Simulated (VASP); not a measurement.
```xyz
4
Lattice="3.3576 0.0000 0.0000 -1.6788 2.9078 0.0000 0.0000 0.0000 5.6799" Properties=species:S:1:pos:R:3 pbc="T T T"
Pt     0.0000     1.9385     0.0178
Pt     1.6788     0.9692     2.8577
B      0.0000     1.9385     2.1122
B      1.6788     0.9692     4.9522
```

Method: PBE GGA, VASP's PBE PAW potentials (set 64) (plane waves; VASP 6.6.1). Numerical set-up: 520 eV cut-off, Gaussian smearing of 0.050 eV, potentials Pt B.

Unless said otherwise, spin-orbit coupling is left out, though it shifts the bands of the heavy elements here.

### Question
What does the run give for the band gap (along the path) with the smallest direct gap where there is one?

### Answer

* **band gap (along the path)**: none (metal, semimetal or under 0.01 eV)

The structure was generated: PtB was put into the wurtzite type (P6_3mc), which need not be its known phase. It was relaxed first, which changed the volume by -15 %.
